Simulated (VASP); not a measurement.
An input for Quantum ESPRESSO's pw.x (written as the equivalent of a VASP run, and not itself run):

```
&CONTROL
  calculation = 'scf'
  pseudo_dir = './pseudo'
  outdir = './out'
  tprnfor = .true.
  tstress = .true.
/
&SYSTEM
  ibrav = 0
  nat = 2
  ntyp = 2
  ecutwfc = 102
  occupations = 'smearing'
  smearing = 'methfessel-paxton'
  degauss = 0.00735
  input_dft = 'vdw-df-ob86'
/
&ELECTRONS
  conv_thr = 7.3e-09
  electron_maxstep = 100
/
ATOMIC_SPECIES
  Cd 112.414 Cd.upf
  O 15.999 O.upf
CELL_PARAMETERS angstrom
     0.0000000    2.3924281    2.3924281
     2.3924281    0.0000000    2.3924281
     2.3924281    2.3924281    0.0000000
ATOMIC_POSITIONS crystal
  Cd   0.0000000  0.0000000  0.0000000
  O    0.5000000  0.5000000  0.5000000
K_POINTS automatic
  13 13 13 0 0 0
```

Question: Translate this input to VASP (INCAR, KPOINTS, POSCAR, choice of POTCAR).

Answer: Several could match; the one computed here: 
### INCAR
```
! general
SYSTEM  =CdO
PREC    =Accurate
ENCUT   =520
LREAL   =.False.
LASPH   =.True.

! electronic loop
EDIFF   =1E-7
NELM    =100
ALGO    =Normal
LMAXMIX =4

! smearing
ISMEAR  =1
SIGMA   =0.1

! functional
GGA     =MK
LUSE_VDW=.True.
AGGAC   =0.0
PARAM1  =0.1234
PARAM2  =1.0

! ions
ISIF    =2

! output
LWAVE   =.False.
LCHARG  =.False.
```

POSCAR:
```
CdO
1.0
  0.0000000000   2.3924281121   2.3924281121
  2.3924281121   0.0000000000   2.3924281121
  2.3924281121   2.3924281121   0.0000000000
Cd O
1 1
Cartesian
  0.0000000000   0.0000000000   0.0000000000
  2.3924281121   2.3924281121   2.3924281121
```

KPOINTS:
```
K-points
0
gamma
13 13 13
0 0 0
```

POTCAR, in this order: Cd O (PBE.64 set). Program: vasp_std.

The two are equivalent in intent, not identical: the potentials are each code's own (VASP's PAW set, PseudoDojo norm-conserving files in pw.x), so ENCUT and ecutwfc are chosen apart and not converted; conv_thr bounds pw.x's estimated SCF error, while EDIFF bounds the energy change between steps.

The compound is CdO in the rock salt structure. This cell is one point of a volume scan, at 1.03 of the reference volume.
